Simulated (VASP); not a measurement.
Energy against volume of Li₂Se (antifluorite). Computed with SCAN meta-GGA, VASP's PBE PAW potentials (set 64) (plane waves; VASP). Settings: 520 eV cut-off, 8×8×8 Γ-centred mesh, Gaussian smearing of 0.050 eV, potentials Li_sv Se.

```json
[
 {"V (Å³/atom)": "17.135", "E (eV/atom)": "-9.72555"},
 {"V (Å³/atom)": "17.665", "E (eV/atom)": "-9.72791"},
 {"V (Å³/atom)": "18.195", "E (eV/atom)": "-9.72641"},
 {"V (Å³/atom)": "18.725", "E (eV/atom)": "-9.72198"}
]
```

Fit these four points and predict the energy of the run at 16.605 Å³/atom.

A cubic in V^(−2/3), the third-order Birch-Murnaghan form, passes through the four points with V0 = 17.70 Å³/atom and B0 = 38 GPa, and gives -9.7182 eV/atom there. The run gave -9.7192 eV/atom, -1.0 meV/atom from the fit; all five points give B0 = 36 GPa.

The compound is Li2Se in the antifluorite structure. It was relaxed first.
